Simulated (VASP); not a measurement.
Al12W (sg204): computed properties

Level of theory: r2SCAN meta-GGA, VASP's PBE PAW potentials (set 64) (plane waves; VASP 6.6.1).

| Property | Value |
|---|---|
| space group | Im-3 (204) |
| cell | a = b = c = 7.5287 Å, α = β = γ = 90.00° |
| volume per atom | 16.41 Å^3/atom |
| band gap (over mesh and band path) | none (metal, semimetal or under 0.01 eV) |
| density | 3.95 g/cm³ |

Al12W is modelled in the cubic space group Im-3 (No. 204), Pearson symbol cI26. Conventional cell: a = b = c = 7.529 Å, α = β = γ = 90.00°. Al on 24g is surrounded by 1 W at 2.710 Å and 10 Al at 2.769–2.893 Å. W on 2a is coordinated by 12 Al at 2.710 Å. (Neighbours: up to the widest gap in distance over summed covalent radii, below 1.35, at either atom.)
(The calculation used a cell of 13 atoms; values per cell refer to that cell.)

Unless said otherwise, spin-orbit coupling is left out, though it shifts the bands of the heavy elements here.

The compound is Al12W in the sg204 structure. It was relaxed first. Symmetry was kept, so distortions that lower it aren't found.
